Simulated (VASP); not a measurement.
Input:

```
CrO2
1.0
    4.18575     0.00000     0.00000
    0.00000     4.18575     0.00000
    0.00000     0.00000     2.79773
Cr O
2 4
Direct
  0.00000   0.00000   0.00000
  0.50000   0.50000   0.50000
  0.30147   0.30147   0.00000
  0.80147   0.19853   0.50000
  0.19853   0.80147   0.50000
  0.69853   0.69853   0.00000
```
Starting moments (μB, in the order of the record's atoms Cr Cr O O O O): 2.1 2.1 -0.1 -0.1 -0.1 -0.1.

The numbers are results of PBEsol GGA, VASP's PBE PAW potentials (set 64) (plane waves; VASP 6.6.1), not measurements. Numerical set-up: 620 eV cut-off, 7×7×11 Γ-centred mesh, first-order Methfessel-Paxton smearing of 0.10 eV, potentials Cr_pv O.

Problem. What does the run give for the cell moment, energy per atom (σ→0), pressure, band gap (on the k-mesh) with the smallest direct gap where there is one?

Solution. 
```
Quantity                                                    Result
------------------------  ----------------------------------------
band gap (on the k-mesh)  none (metal, semimetal or under 0.01 eV)
cell moment                                                4.00 μB
energy per atom (σ→0)                               -8.699 eV/atom
pressure                                                 44.71 GPa
```

Problem. Give the moment on each site (PAW-sphere projection).

Solution. 
```
site  moment (μB)
----  -----------
Cr1          1.98
Cr2          1.98
O3          -0.02
O4          -0.02
O5          -0.02
O6          -0.02
```

The compound is CrO2 in the rutile structure. It was relaxed first under an external pressure of 45 GPa.
